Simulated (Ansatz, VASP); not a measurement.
**WF2: VASP beside Ansatz**

INCAR

```
  PREC = Accurate
  ENCUT = 600
  EDIFF = 1E-7
  ISMEAR = 0
  SIGMA = 0.1
  LREAL = False
  LASPH = True
  NELM = 60
  ALGO = Normal
  ISIF = 3
  LWAVE = False
  LCHARG = False
  GGA = PS
  IBRION = 2
  NSW = 100
  EDIFFG = -0.05
```

Contents of KPOINTS:

```
regular mesh
0
Gamma
  12 12 4
```

The input POSCAR:

```
WF2
1.0
    2.8314000000      0.0000000000      0.0000000000
   -1.4157000000      2.4520643283      0.0000000000
    0.0000000000      0.0000000000      4.4288900107
W F
1 2
Direct
    0.0000000000      0.0000000000      0.0000000000
    0.3333333333      0.6666666667      0.2522516935
    0.6666666667      0.3333333333      0.7477483065
```

Input for Ansatz:

```yaml
crystal:
  lattice:
    - [2.8314, 0.0, 0.0]
    - [-1.4157, 2.4520643283, 0.0]
    - [0.0, 0.0, 4.4288900107]
  atoms:
    - { symbol: W, position: [0.0, 0.0, 0.0] }
    - { symbol: F, position: [0.3333333333, 0.6666666667, 0.2522516935] }
    - { symbol: F, position: [0.6666666667, 0.3333333333, 0.7477483065] }
basis:
  ecutwfc: 420
kpoints:
  mp_grid: { grid: [12, 12, 4] }
hamiltonian:
  xc: pbesol
scf:
  occupations: { method: gaussian, width: 0.1 }
output:
  forces: true
  stress: true
  eigenvalues: true
relax:
  adjacent_minimum: "off"
  f_tol: 0.05
  max_steps: 80
  cell: { stress_tol: 0.5 }
```

The cell was built by a generator and needn't be a form met in nature.

Alike in both runs: task relaxation of cell and atoms; functional PBEsol; k mesh 12 × 12 × 4; occupations gaussian, width 0.1 eV; no spin polarisation.

|  | VASP | Ansatz |
| --- | --- | --- |
| version | VASP 6.6.1 | Ansatz 0.2.0 |
| potentials or method | VASP PAW PBE potentials, release 64 (W_sv, F) | scalar-relativistic, plane waves, PAW |
| plane-wave cutoff (eV) | 600 | 420 |
| valence electrons in the cell | 28 | 28 |

```tsv
	VASP	Ansatz	Ansatz less VASP
gap on the k mesh at the Fermi level, each at its own relaxed structure (eV)	none	none	-
relaxed volume (Å³/atom)	11.86	12.79	+0.922
relaxed cell length with the largest relative difference (Å)	5.385	5.836	+0.4513
energy change over the relaxation (meV/atom)	-927	-900	+27.0
```

A gap of «none» marks a metal or a gap that the smearing closes. One of these differences is far larger than is usual between the two programs; its cause wasn't traced.

Caveats: the volume moved by over 15 % at a fixed basis, so the end points are rough (VASP); the PAW data sets were made with another functional, which shifts forces and pressure a little (VASP). The runs have no spin-orbit coupling, so splittings on W are missing.
